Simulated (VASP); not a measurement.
Calculation: PBE GGA, VASP's PBE PAW potentials (set 64) (plane waves; VASP 6.6.1).

VASP ran on this input.

### KPOINTS
```
k-points along high-symmetry lines
10
Line-mode
Reciprocal
  0.000000   0.000000   0.000000 ! GAMMA
  0.500000   0.000000   0.000000 ! M

  0.500000   0.000000   0.000000 ! M
  0.333333   0.333333   0.000000 ! K

  0.333333   0.333333   0.000000 ! K
  0.000000   0.000000   0.000000 ! GAMMA

  0.000000   0.000000   0.000000 ! GAMMA
  0.000000   0.000000   0.500000 ! A

  0.000000   0.000000   0.500000 ! A
  0.500000   0.000000   0.500000 ! L

  0.500000   0.000000   0.500000 ! L
  0.333333   0.333333   0.500000 ! H

  0.333333   0.333333   0.500000 ! H
  0.000000   0.000000   0.500000 ! A

  0.500000   0.000000   0.500000 ! L
  0.500000   0.000000   0.000000 ! M

  0.333333   0.333333   0.500000 ! H
  0.333333   0.333333   0.000000 ! K
```

### INCAR
```
# general
SYSTEM =AlV2C
PREC   =Accurate
ENCUT  =500
LREAL  =.False.
LASPH  =.True.
ICHARG =11

# electronic loop
EDIFF  =1E-6
NELM   =100
ALGO   =Normal
LMAXMIX=4

# smearing
ISMEAR =0
SIGMA  =0.05

# functional
GGA    =PE

# output
LWAVE  =.False.
LCHARG =.False.
```

**POSCAR**
```
AlV2C
1
    2.9057553976     0.0000000000    -0.0000000000
   -1.4528776988     2.5164577791     0.0000000000
   -0.0000000000     0.0000000000    13.1278042518
Al V C
2 4 2
Direct
  0.3333330000   0.6666670000   0.7500000000
  0.6666670000   0.3333330000   0.2500000000
  0.3333330000   0.6666670000   0.0854171221
  0.6666670000   0.3333330000   0.5854171221
  0.6666670000   0.3333330000   0.9145828779
  0.3333330000   0.6666670000   0.4145828779
  0.0000000000   0.0000000000   0.0000000000
  0.0000000000   0.0000000000   0.5000000000
```

POTCAR, in this order: Al V_sv C (PBE.64 set). Program: vasp_std. Read from the step before: CHGCAR.

The run wrote:

File OSZICAR:
```
       N       E                     dE             d eps       ncg     rms          rms(c)
DAV:   1     0.869595611708E+03    0.86960E+03   -0.38855E+04  7180   0.179E+03
DAV:   2    -0.486552019913E+01   -0.87446E+03   -0.85788E+03  7137   0.576E+02
DAV:   3    -0.643035477437E+02   -0.59438E+02   -0.56744E+02  9756   0.143E+02
DAV:   4    -0.661628230998E+02   -0.18593E+01   -0.18013E+01  8817   0.228E+01
DAV:   5    -0.662223318054E+02   -0.59509E-01   -0.56464E-01  8551   0.375E+00
DAV:   6    -0.662243286341E+02   -0.19968E-02   -0.19898E-02  9442   0.645E-01
DAV:   7    -0.662243863871E+02   -0.57753E-04   -0.57749E-04  8691   0.103E-01
DAV:   8    -0.662243891702E+02   -0.27831E-05   -0.27827E-05  8177   0.199E-02
DAV:   9    -0.662243893119E+02   -0.14166E-06   -0.14172E-06  5642   0.449E-03
   1 F= -.66224389E+02 E0= -.66221000E+02  d E =-.677841E-02
```

**OUTCAR**
```
 val. band max:        9.2744191995   @ k =   0.0370   0.0370   0.5000

 cond. band min:       9.2841416043   @ k =   0.0370   0.0370   0.0000



 k-point     1 :       0.0000    0.0000    0.0000
  band No.  band energies     occupation
      1     -54.9239      2.00000
      2     -54.9238      2.00000
      3     -54.8648      2.00000
      4     -54.8647      2.00000
      5     -28.9770      2.00000
      6     -28.9749      2.00000
      7     -28.6450      2.00000
      8     -28.6428      2.00000
      9     -28.5871      2.00000
     10     -28.5871      2.00000
     11     -28.5870      2.00000
     12     -28.5870      2.00000
     13     -28.5471      2.00000
     14     -28.5471      2.00000
     15     -28.5471      2.00000
     16     -28.5471      2.00000
     17      -3.1102      2.00000
     18      -3.0209      2.00000
     19       0.4644      2.00000
     20       1.0599      2.00000
     21       2.9362      2.00000
     22       3.9633      2.00000
     23       6.2346      2.00000
     24       6.2346      2.00000
     25       6.2375      2.00000
     26       6.2375      2.00000
     27       6.5061      2.00000
     28       7.3689      2.00000
     29       8.5796      2.00000
     30       8.8753      2.00000
     31       9.2084      1.96677
     32       9.2084      1.96677
     33       9.2244      1.90626
     34       9.2245      1.90625
     35      10.0401      0.00000
     36      10.0401      0.00000
     37      10.0769      0.00000
     38      10.0769      0.00000
     39      10.8276      0.00000

 k-point     2 :       0.0556    0.0000    0.0000
  band No.  band energies     occupation
      1     -54.9221      2.00000
      2     -54.9220      2.00000
      3     -54.8638      2.00000
      4     -54.8637      2.00000
      5     -28.9741      2.00000
      6     -28.9720      2.00000
      7     -28.6490      2.00000
      8     -28.6469      2.00000
      9     -28.5947      2.00000
     10     -28.5945      2.00000
...
```

The density is held fixed in this step, so its total energy and stress have no physical meaning.

The structure was generated: AlV2C was put into the MAX-211 type (P6_3/mmc), which need not be its known phase. It was relaxed first, which changed the volume by +5 %. The run is not spin-polarised, so no magnetic state was tried.
